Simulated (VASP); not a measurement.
Here is the system:

```yaml
crystal:
  lattice:
    - [0.00000, 1.95289, 1.95289]
    - [1.95289, 0.00000, 1.95289]
    - [1.95289, 1.95289, 0.00000]
  atoms:
    - { symbol: Pd, position: [0.00000, 0.00000, 0.00000] }
```

The numbers are results of optB86b-vdW, VASP's PBE PAW potentials (set 64) (plane waves; VASP), not measurements. Numerical set-up: 520 eV cut-off, Gaussian smearing of 0.050 eV, potentials Pd.

**Question.** Predict the band gap (along the path) with the smallest direct gap where there is one.

**Answer.** 
- band gap (along the path) = none (metal, semimetal or under 0.01 eV)

Total energies compare only between runs with the same potentials, cut-off and functional.

The compound is Pd in the fcc structure. It was relaxed first.
